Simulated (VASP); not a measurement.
Crystal: HfSiO4.

```
Hf Si O
1.0
    -3.28625    3.28625    2.98160
     3.28625   -3.28625    2.98160
     3.28625    3.28625   -2.98160
Hf Si O
2 2 8
Direct
  0.75000 0.25000 0.50000
  0.00000 0.00000 0.00000
  0.25000 0.75000 0.50000
  0.50000 0.50000 0.00000
  0.13530 0.31980 0.81550
  0.06980 0.75430 0.68450
  0.50430 0.31980 0.18450
  0.06980 0.38530 0.31550
  0.61470 0.93020 0.68450
  0.68020 0.86470 0.18450
  0.24570 0.93020 0.31550
  0.68020 0.49570 0.81550
```

```yaml
Program: VASP 6.6.1
Task: relaxation of cell and atoms
Functional: LDA
Potentials_or_basis: VASP PAW LDA potentials, release 64 (Hf_pv, Si, O)
Cutoff: 600 eV
k_mesh: 4 × 4 × 4
Occupations: gaussian, width 0.01 eV
Spin: no spin polarisation
```

At the start: pressure -6.2 GPa; volume 10.73 Å³/atom.

Task: How do energy, volume and symmetry change on relaxing?

Result: Over 14 steps the energy falls by 8.7 meV/atom and the volume is 10.43 Å³/atom (-2.8 %); space group I4_1/amd (No. 141, to 0.05 Å).

Step by step:
| step | energy change (eV) | largest force (eV/Å) | pressure (GPa) | volume (Å³) |
| --- | --- | --- | --- | --- |
| 1 | 0.0000 | 0.5349 | -6.17 | 128.80 |
| 2 | 0.0123 | 0.4443 | 8.20 | 121.25 |
| 3 | -0.1026 | 0.1034 | 0.34 | 125.03 |
| 4 | -0.1026 | 0.0941 | 0.50 | 124.95 |
| 5 | -0.1019 | 0.1845 | -0.59 | 125.30 |
| 6 | -0.1039 | 0.0503 | 0.01 | 125.11 |
| 7 | -0.1045 | 0.0136 | -0.07 | 125.17 |
| 8 | -0.1045 | 0.0127 | -0.08 | 125.18 |
| 9 | -0.1045 | 0.0051 | 0.07 | 125.11 |
| 10 | -0.1045 | 0.0052 | 0.08 | 125.11 |
| 11 | -0.1046 | 0.0088 | 0.00 | 125.15 |
| 12 | -0.1046 | 0.0066 | 0.01 | 125.14 |
| 13 | -0.1046 | 0.0044 | 0.00 | 125.16 |
| 14 | -0.1046 | 0.0007 | 0.01 | 125.15 |

Final structure:
```
Hf Si O
1.0
    -3.25211    3.25211    2.95828
     3.25211   -3.25211    2.95828
     3.25211    3.25211   -2.95828
Hf Si O
2 2 8
Direct
  0.75000 0.25000 0.50000
  0.00000 0.00000 0.00000
  0.25000 0.75000 0.50000
  0.50000 0.50000 0.00000
  0.13199 0.31750 0.81449
  0.06750 0.75301 0.68551
  0.50301 0.31750 0.18551
  0.06750 0.38199 0.31449
  0.61801 0.93250 0.68551
  0.68250 0.86801 0.18551
  0.24699 0.93250 0.31449
  0.68250 0.49699 0.81449
```
